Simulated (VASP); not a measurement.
Here is the system:

```
CELL_PARAMETERS angstrom
      0.00000     2.94553     2.94553
      2.94553     0.00000     2.94553
      2.94553     2.94553     0.00000
ATOMIC_POSITIONS crystal
  P  0.25000 0.25000 0.25000
  In 0.00000 0.00000 0.00000
```

These are PBE GGA with D3 dispersion (Becke-Johnson damping), VASP's PBE PAW potentials (set 64) (plane waves; VASP) values and carry that method's errors. Numerical set-up: 400 eV cut-off, 7×7×7 Γ-centred mesh, Gaussian smearing of 0.050 eV, potentials P In_d.

Unless said otherwise, spin-orbit coupling is left out, though it shifts the bands of the heavy elements here.

Question: What does the run give for the energy per atom (σ→0), band gap (on the k-mesh) with the smallest direct gap where there is one?

Answer: 
```json
{
  "band gap (on the k-mesh)": "0.63 eV",
  "smallest direct gap (on the k-mesh)": "0.63 eV",
  "energy per atom (σ→0)": "-4.504 eV/atom"
}
```

The absolute energy has meaning only against runs of the same code, potentials and settings.

The structure comes from a measured InP entry (F-43m) of the Crystallography Open Database, whose conditions weren't checked. It was relaxed first. The start is the result of an earlier pass.
